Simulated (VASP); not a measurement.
These are SCAN meta-GGA, VASP's PBE PAW potentials (set 64) (plane waves; VASP) values and carry that method's errors.

VASP ran on this input.

### KPOINTS
```
Automatic mesh
0
Gamma
8 8 8
0 0 0
```

**POSCAR**
```
MgS
1
    0.0000000000     2.6016500000     2.6016500000
    2.6016500000     0.0000000000     2.6016500000
    2.6016500000     2.6016500000     0.0000000000
Mg S
1 1
Direct
  0.0000000000   0.0000000000   0.0000000000
  0.5000000000   0.5000000000   0.5000000000
```

INCAR:
```
NSW=60   ! most ionic steps
LMIXTAU=.TRUE.
ALGO=Normal
METAGGA=SCAN
SIGMA=0.05
LCHARG=.FALSE.
SYSTEM=MgS
EDIFFG=-0.01   ! ionic stop
EDIFF=1E-6   ! SCF stop (eV)
LREAL=.FALSE.
ENCUT=400   ! plane-wave cut-off (eV)
NELM=100   ! most electronic steps
IBRION=2   ! conjugate gradients
ISIF=3   ! ions, shape and volume
LWAVE=.FALSE.
PREC=Accurate
LASPH=.TRUE.   ! aspherical one-centre terms
ISMEAR=0   ! Gaussian
```

POTCAR, in this order: Mg S (PBE.64 set). Program: vasp_std.

Output of the run:

### OSZICAR
```
       N       E                     dE             d eps       ncg     rms          rms(c)
DAV:   1     0.849778749439E+01    0.84978E+01   -0.34021E+03   512   0.671E+02
DAV:   2    -0.189158426904E+02   -0.27414E+02   -0.25367E+02   664   0.971E+01
DAV:   3    -0.196227093886E+02   -0.70687E+00   -0.70687E+00   544   0.223E+01
DAV:   4    -0.196261102991E+02   -0.34009E-02   -0.34009E-02   760   0.169E+00
DAV:   5    -0.196261124143E+02   -0.21152E-05   -0.21153E-05   568   0.379E-02    0.476E+00
DAV:   6    -0.174685073898E+02    0.21576E+01   -0.11189E+00   504   0.709E+00    0.391E+00
DAV:   7    -0.177786929249E+02   -0.31019E+00   -0.32338E-01   464   0.509E+00    0.261E+00
DAV:   8    -0.178571796897E+02   -0.78487E-01   -0.36783E-01   496   0.562E+00    0.142E+00
DAV:   9    -0.177757526402E+02    0.81427E-01   -0.17643E-01   464   0.416E+00    0.120E+00
DAV:  10    -0.179462481631E+02   -0.17050E+00   -0.12000E-01   464   0.317E+00    0.563E-02
DAV:  11    -0.179463759286E+02   -0.12777E-03   -0.10254E-03   712   0.394E-01    0.587E-02
DAV:  12    -0.179456158499E+02    0.76008E-03   -0.17344E-03   464   0.593E-01    0.317E-02
DAV:  13    -0.179464944315E+02   -0.87858E-03   -0.19776E-03   472   0.640E-01    0.750E-02
DAV:  14    -0.179464545545E+02    0.39877E-04   -0.37270E-05   536   0.734E-02    0.691E-02
DAV:  15    -0.179464089871E+02    0.45567E-04   -0.87439E-06   520   0.321E-02    0.447E-02
DAV:  16    -0.179464301681E+02   -0.21181E-04   -0.11683E-05   480   0.374E-02    0.177E-02
DAV:  17    -0.179464233872E+02    0.67809E-05   -0.19121E-06   504   0.207E-02    0.103E-02
DAV:  18    -0.179464275277E+02   -0.41405E-05   -0.18114E-06   464   0.189E-02    0.709E-04
DAV:  19    -0.179464275338E+02   -0.61019E-08   -0.23399E-07   336   0.705E-03
   1 F= -.17946428E+02 E0= -.17946428E+02  d E =-.179464E+02
       N       E                     dE             d eps       ncg     rms          rms(c)
DAV:   1    -0.179519139520E+02   -0.54864E-02   -0.10639E-01   544   0.218E+00    0.647E-01
DAV:   2    -0.179475931220E+02    0.43208E-02   -0.12489E-02   496   0.641E-01    0.263E-01
DAV:   3    -0.179472445074E+02    0.34861E-03   -0.23801E-03   496   0.331E-01    0.178E-01
DAV:   4    -0.179473393368E+02   -0.94829E-04   -0.27068E-05   568   0.637E-02    0.161E-01
DAV:   5    -0.179473810212E+02   -0.41684E-04   -0.13386E-04   464   0.155E-01    0.737E-02
DAV:   6    -0.179474212913E+02   -0.40270E-04   -0.13339E-04   464   0.162E-01    0.190E-02
DAV:   7    -0.179474611190E+02   -0.39828E-04   -0.63991E-06   496   0.380E-02    0.153E-02
DAV:   8    -0.179474932512E+02   -0.32132E-04   -0.36329E-06   512   0.178E-02    0.181E-02
DAV:   9    -0.179474043445E+02    0.88907E-04   -0.11121E-05   472   0.507E-02    0.207E-02
DAV:  10    -0.179474121424E+02   -0.77979E-05   -0.55528E-07   456   0.915E-03    0.143E-02
DAV:  11    -0.179474127447E+02   -0.60231E-06   -0.15888E-07   248   0.255E-03
   2 F= -.17947413E+02 E0= -.17947413E+02  d E =-.985211E-03
       N       E                     dE             d eps       ncg     rms          rms(c)
DAV:   1    -0.179477086405E+02   -0.29650E-03   -0.51142E-03   544   0.476E-01    0.139E-01
DAV:   2    -0.179475116913E+02    0.19695E-03   -0.60712E-04   496   0.143E-01    0.574E-02
DAV:   3    -0.179475174419E+02   -0.57506E-05   -0.11491E-04   496   0.733E-02    0.373E-02
DAV:   4    -0.179475120310E+02    0.54109E-05   -0.13912E-06   560   0.145E-02    0.336E-02
DAV:   5    -0.179475209872E+02   -0.89562E-05   -0.68523E-06   472   0.351E-02    0.150E-02
DAV:   6    -0.179474939263E+02    0.27061E-04   -0.66142E-06   480   0.359E-02    0.377E-03
DAV:   7    -0.179474888658E+02    0.50606E-05   -0.21535E-07   240   0.679E-03    0.324E-03
DAV:   8    -0.179474856639E+02    0.32019E-05   -0.51707E-07   256   0.537E-03    0.655E-03
DAV:   9    -0.179474983191E+02   -0.12655E-04   -0.31687E-07   240   0.848E-03    0.423E-03
DAV:  10    -0.179474965284E+02    0.17907E-05   -0.33936E-08   256   0.217E-03    0.284E-03
DAV:  11    -0.179474965530E+02   -0.24624E-07   -0.12408E-08   248   0.767E-04
   3 F= -.17947497E+02 E0= -.17947497E+02  d E =-.106902E-02
```

**OUTCAR**
```
------------------------ aborting loop because EDIFF is reached ----------------------------------------
  FORCE on cell =-STRESS in cart. coord.  units (eV):
  Direction    XX          YY          ZZ          XY          YZ          ZX
  --------------------------------------------------------------------------------------
  Total       -0.0000783     -0.0000783     -0.0000783      0.0000000      0.0000000     -0.0000000
  in kB       -0.0036031     -0.0036031     -0.0036031      0.0000000      0.0000000     -0.0000000
  external PRESSURE =      -0.0036031 kB  Pullay stress =       0.0000000 kB
  volume of cell :       34.83
      direct lattice vectors                 reciprocal lattice vectors
     0.000000000  2.592127123  2.592127123    -0.192891774  0.192891774  0.192891774
     2.592127123 -0.000000000  2.592127123     0.192891774 -0.192891774  0.192891774
     2.592127123  2.592127123 -0.000000000     0.192891774  0.192891774 -0.192891774
 POSITION                                       TOTAL-FORCE (eV/Angst)
 -----------------------------------------------------------------------------------
      0.00000      0.00000      0.00000         0.000000      0.000000     -0.000000
      2.59213      2.59213      2.59213        -0.000000     -0.000000      0.000000
 -----------------------------------------------------------------------------------
    total drift:                               -0.000000     -0.000000      0.000000
  FREE ENERGIE OF THE ION-ELECTRON SYSTEM (eV)
  ---------------------------------------------------
  free  energy   TOTEN  =       -17.9474965530 eV

  energy  without entropy=      -17.9474965530  energy(sigma->0) =      -17.94749655

 reached required accuracy - stopping structural energy minimisation
```
(Selected blocks of OUTCAR.)

### CONTCAR
```
MgS
   1.00000000000000
     0.0000000000000000    2.5921271228873541    2.5921271228873541
     2.5921271228873541   -0.0000000000000000    2.5921271228873541
     2.5921271228873541    2.5921271228873541   -0.0000000000000000
  Mg              S
     1     1
Direct
     0.0000000000000000    0.0000000000000000    0.0000000000000000
     0.5000000000000000    0.5000000000000000    0.5000000000000000
```

The structure comes from a measured MgS entry (Fm-3m) of the Crystallography Open Database, whose conditions weren't checked. This run relaxes it. Symmetry was kept, so distortions that lower it aren't found.
